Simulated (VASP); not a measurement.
A VASP calculation is set up with these files.

**POSCAR**
```
BeTe
1
    3.9586917847     0.0000000000    -0.0000000000
   -1.9793458924     3.4283278750     0.0000000000
    0.0000000000     0.0000000000     6.5205928061
Be Te
2 2
Direct
  0.6666670000   0.3333330000   0.5004710742
  0.3333330000   0.6666670000   0.0004710742
  0.6666670000   0.3333330000   0.8745289258
  0.3333330000   0.6666670000   0.3745289258
```

KPOINTS:
```
K-points
0
Gamma
 6 6 3
0 0 0
```

### INCAR
```
! general
SYSTEM   =  BeTe
PREC     =  Accurate
ENCUT    =  400
LREAL    =  F
LASPH    =  T

! electronic loop
EDIFF    =  1E-6
NELM     =  100
ALGO     =  Normal
LMAXMIX  =  4

! smearing
ISMEAR   =  0
SIGMA    =  0.05

! functional
GGA      =  PS

! ions
IBRION   =  2
NSW      =  60
ISIF     =  3
EDIFFG   =  -0.02

! output
LWAVE    =  F
LCHARG   =  F
```

POTCAR, in this order: Be Te (PBE.64 set). Program: vasp_std.

Task: Translate this PBEsol calculation to Ansatz.

Result: One equivalent input (not run):
Ansatz 0.2 input:
```yaml
crystal:
  lattice:
    - [3.9586918, 0.0000000, 0.0000000]
    - [-1.9793459, 3.4283279, 0.0000000]
    - [0.0000000, 0.0000000, 6.5205928]
  atoms:
    - { symbol: Be, position: [0.6666670, 0.3333330, 0.5004711] }
    - { symbol: Be, position: [0.3333330, 0.6666670, 0.0004711] }
    - { symbol: Te, position: [0.6666670, 0.3333330, 0.8745289] }
    - { symbol: Te, position: [0.3333330, 0.6666670, 0.3745289] }
kpoints:
  mp_grid: { grid: [6, 6, 3] }
hamiltonian:
  xc: pbesol
  pseudopotentials: { kind: paw }
scf:
  occupations: { method: gaussian, width: 0.05 }
  max_iter: 100
relax:
  max_steps: 60
  f_tol: 0.02
  cell: {}
output: { forces: true, stress: true, eigenvalues: true }
```
What does not carry over: each code has its own PAW files, so the cut-off isn't converted (ENCUT is set for VASP's; basis.ecutwfc is left out, and Ansatz then takes the one that its files recommend); Ansatz stops its SCF on the density residual and VASP on the energy change (EDIFF).

The structure comes from a computed database's BeTe entry (P6_3mc); how it stands against other phases isn't given here. It was relaxed first. The start is the result of an earlier pass.
